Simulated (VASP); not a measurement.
Given:

```
CELL_PARAMETERS angstrom
     -3.25089     3.25089     2.89683
      3.25089    -3.25089     2.89683
      3.25089     3.25089    -2.89683
ATOMIC_POSITIONS crystal
  Zr 0.67397 0.17397 0.84794
  Zr 0.32603 0.82603 0.15206
  Zr 0.17397 0.32603 0.50000
  Zr 0.82603 0.67397 0.50000
  Ir 0.75000 0.75000 0.00000
  Ir 0.25000 0.25000 0.00000
```

All values below come from PBEsol GGA, VASP's PBE PAW potentials (set 64) (plane waves; VASP). Settings: 300 eV cut-off, 5×5×5 Γ-centred mesh, Fermi-Dirac smearing of 0.10 eV, potentials Zr_sv Ir.

At this cut-off the stress carries a Pulay error, which pulls relaxed volumes low.

**Question.** Give the force on each atom (eV/Å).

**Answer.** 
```csv
atom,Fx,Fy,Fz
Zr1,-0.066,-0.066,0.000
Zr2,0.066,0.066,0.000
Zr3,0.066,-0.066,0.000
Zr4,-0.066,0.066,0.000
Ir5,0.000,0.000,0.000
Ir6,0.000,0.000,0.000
```

**Question.** Give the stress tensor in GPa (positive for a compressed cell).

**Answer.** 
```
-4.30   0.00   0.00
 0.00  -4.30   0.00
 0.00   0.00  -6.14
```
The pressure is its mean diagonal, -4.91 GPa.

The structure comes from a computed database's Zr2Ir entry (I4/mcm); how it stands against other phases isn't given here. The cell was not relaxed at this level.
